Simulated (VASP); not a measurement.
These are PBE GGA, VASP's PBE PAW potentials (set 64) (plane waves; VASP) values and carry that method's errors.

Input for VASP

KPOINTS:
```
K-points
0
Gamma
 6 6 3
0 0 0
```

INCAR:
```
# general
SYSTEM  = SnSe2
PREC    = Accurate
ENCUT   = 400
LREAL   = .FALSE.
LASPH   = .TRUE.

# electronic loop
EDIFF   = 1E-8
NELM    = 100
ALGO    = Normal
LMAXMIX = 4

# smearing
ISMEAR  = 0
SIGMA   = 0.05

# functional
GGA     = PE

# ions
ISIF    = 2

# output
LWAVE   = .FALSE.
LCHARG  = .FALSE.
```

**POSCAR**
```
SnSe2
3.88620
  0.5000000000  -0.8660254233   0.0000000000
  0.5000000000   0.8660254233   0.0000000000
  0.0000000000   0.0000000000   1.6115485564
Sn Se
1 2
Direct
  0.0000000000   0.0000000000   0.0000000000
  0.3333330000   0.6666670000   0.2500000000
  0.6666670000   0.3333330000   0.7500000000
```

POTCAR, in this order: Sn_d Se (PBE.64 set). Program: vasp_std.

The run wrote:

### OSZICAR
```
       N       E                     dE             d eps       ncg     rms          rms(c)
DAV:   1     0.174339186556E+03    0.17434E+03   -0.10963E+04   578   0.145E+03
DAV:   2     0.595606910887E+01   -0.16838E+03   -0.16537E+03   647   0.352E+02
DAV:   3    -0.114966130221E+02   -0.17453E+02   -0.16722E+02   705   0.111E+02
DAV:   4    -0.120944450956E+02   -0.59783E+00   -0.59747E+00   731   0.207E+01
DAV:   5    -0.121061039454E+02   -0.11659E-01   -0.11649E-01   824   0.298E+00    0.478E+00
DAV:   6    -0.118488337558E+02    0.25727E+00   -0.65659E-01   879   0.867E+00    0.310E+00
DAV:   7    -0.118339399178E+02    0.14894E-01   -0.15792E-01   697   0.275E+00    0.102E+00
DAV:   8    -0.118340495004E+02   -0.10958E-03   -0.13004E-02   716   0.116E+00    0.263E-01
DAV:   9    -0.118346059679E+02   -0.55647E-03   -0.14984E-03   657   0.323E-01    0.810E-02
DAV:  10    -0.118346205661E+02   -0.14598E-04   -0.13111E-04   839   0.853E-02    0.319E-02
DAV:  11    -0.118346557709E+02   -0.35205E-04   -0.53998E-05   596   0.468E-02    0.968E-03
DAV:  12    -0.118346561731E+02   -0.40219E-06   -0.28015E-06   822   0.146E-02    0.650E-03
DAV:  13    -0.118346569828E+02   -0.80970E-06   -0.24328E-06   605   0.871E-03    0.172E-03
DAV:  14    -0.118346571085E+02   -0.12571E-06   -0.10756E-07   781   0.211E-03    0.445E-04
DAV:  15    -0.118346571081E+02    0.46020E-09   -0.36429E-08   524   0.135E-03
   1 F= -.11834657E+02 E0= -.11834657E+02  d E =-.834180E-15
```

**OUTCAR**
```
------------------------ aborting loop because EDIFF is reached ----------------------------------------
  FORCE on cell =-STRESS in cart. coord.  units (eV):
  Direction    XX          YY          ZZ          XY          YZ          ZX
  --------------------------------------------------------------------------------------
  Total        0.3353053      0.3353053      1.0307006      0.0000000      0.0000000      0.0000000
  in kB        6.5584550      6.5584553     20.1601433      0.0000000      0.0000000      0.0000000
  external PRESSURE =      11.0923512 kB  Pullay stress =       0.0000000 kB
  volume of cell :       81.91
      direct lattice vectors                 reciprocal lattice vectors
     1.943100000 -3.365548000  0.000000000     0.257320776 -0.148564216  0.000000000
     1.943100000  3.365548000  0.000000000     0.257320776  0.148564216  0.000000000
     0.000000000  0.000000000  6.262800000     0.000000000  0.000000000  0.159672990
 POSITION                                       TOTAL-FORCE (eV/Angst)
 -----------------------------------------------------------------------------------
      0.00000      0.00000      0.00000        -0.000000     -0.000000     -0.000000
      1.94310      1.12185      1.56570         0.000000     -0.000000      0.160196
      1.94310     -1.12185      4.69710         0.000000      0.000000     -0.160196
 -----------------------------------------------------------------------------------
    total drift:                                0.000000      0.000000      0.000000
  FREE ENERGIE OF THE ION-ELECTRON SYSTEM (eV)
  ---------------------------------------------------
  free  energy   TOTEN  =       -11.8346571081 eV

  energy  without entropy=      -11.8346571081  energy(sigma->0) =      -11.83465711
```
(Selected blocks of OUTCAR.)

**OUTCAR**
```
 val. band max:        3.5200078750   @ k =   0.0000   0.0000   0.0000

 cond. band min:       4.2306348486   @ k =   0.5000   0.0000   0.3333


 Fermi energy:         3.7829994886

 k-point     1 :       0.0000    0.0000    0.0000
  band No.  band energies     occupation
      1     -17.6441      2.00000
      2     -17.6440      2.00000
      3     -17.6164      2.00000
      4     -17.6046      2.00000
      5     -17.6046      2.00000
      6     -10.0003      2.00000
      7      -8.4513      2.00000
      8      -2.3754      2.00000
      9       2.9358      2.00000
     10       2.9358      2.00000
     11       3.2091      2.00000
     12       3.2091      2.00000
     13       3.5200      2.00000
     14       4.3861      0.00000
     15       6.4830      0.00000
     16       8.0803      0.00000
     17       8.0804      0.00000

 k-point     2 :       0.1667    0.0000    0.0000
  band No.  band energies     occupation
      1     -17.6543      2.00000
      2     -17.6371      2.00000
      3     -17.6120      2.00000
      4     -17.6073      2.00000
      5     -17.6027      2.00000
      6      -9.7509      2.00000
      7      -8.3052      2.00000
      8      -2.3834      2.00000
      9       1.0800      2.00000
     10       2.1090      2.00000
     11       2.1828      2.00000
     12       3.4618      2.00000
     13       3.5155      2.00000
     14       5.5986      0.00000
     15       7.1620      0.00000
     16       8.1979      0.00000
     17       8.5100      0.00000

 k-point     3 :       0.3333    0.0000    0.0000
  band No.  band energies     occupation
      1     -17.6774      2.00000
      2     -17.6296      2.00000
      3     -17.6188      2.00000
      4     -17.5943      2.00000
      5     -17.5925      2.00000
      6      -9.0939      2.00000
      7      -8.0529      2.00000
      8      -2.8827      2.00000
      9      -0.2177      2.00000
     10       0.9245      2.00000
     11       1.4078      2.00000
...
```

Unless said otherwise, spin-orbit coupling is left out, though it shifts the bands of the heavy elements here.

The compound is SnSe2 in the 1T layered structure. The cell was not relaxed at this level. The run is one of a series of settings (EDIFF = 1E-8 against the base run), some of them coarse on purpose.
